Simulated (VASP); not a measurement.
OSZICAR of a VASP run on NiSi₂ (fluorite):

**OSZICAR**
```
       N       E                     dE             d eps       ncg     rms          rms(c)
DAV:   1     0.712543419407E+02    0.71254E+02   -0.79779E+03  1230   0.139E+03
DAV:   2    -0.175910717117E+02   -0.88845E+02   -0.83521E+02  1267   0.255E+02
DAV:   3    -0.219072626585E+02   -0.43162E+01   -0.42032E+01  1583   0.630E+01
DAV:   4    -0.219931273191E+02   -0.85865E-01   -0.85663E-01  1452   0.861E+00
DAV:   5    -0.219955663815E+02   -0.24391E-02   -0.24386E-02  1597   0.152E+00    0.168E+01
DAV:   6    -0.256862128698E+02   -0.36906E+01   -0.49531E+01  1366   0.179E+02    0.229E+01
DAV:   7    -0.199620504180E+02    0.57242E+01   -0.14940E+01  1475   0.114E+02    0.380E+00
DAV:   8    -0.199530082885E+02    0.90421E-02   -0.19773E+00  1841   0.229E+01    0.288E+00
DAV:   9    -0.198846425436E+02    0.68366E-01   -0.30338E-01  1489   0.125E+01    0.546E-01
DAV:  10    -0.198835237590E+02    0.11188E-02   -0.11894E-02  1686   0.214E+00    0.244E-01
DAV:  11    -0.198833621408E+02    0.16162E-03   -0.65853E-04  1525   0.213E-01    0.517E-02
DAV:  12    -0.198833743279E+02   -0.12187E-04   -0.39226E-05  1854   0.112E-01    0.208E-02
DAV:  13    -0.198833689596E+02    0.53683E-05   -0.12764E-05  1729   0.919E-02    0.673E-03
DAV:  14    -0.198833689525E+02    0.70738E-08   -0.14546E-06   902   0.192E-02
   1 F= -.18718268E+02 E0= -.18717705E+02  d E =-.187183E+02
```

Which electronic solver shows in the log?

It is blocked Davidson (ALGO = Normal, or the opening steps of other solvers). The INCAR had ALGO = Normal.

How was spin treated?

Without spin polarisation: there is no mag entry.

Can the final energy be trusted as converged?

The run converged. It stopped with EDIFF = 1E-6, NELM = 100, NSW = 40 and EDIFFG = -0.02 after 1 ionic step (LDA (Ceperley-Alder, Perdew-Zunger), plane waves, VASP's LDA PAW potentials (set 64)).

The compound is NiSi2 in the fluorite structure. It was relaxed first under an external pressure of 5 GPa. The run is not spin-polarised, so no magnetic state was tried.
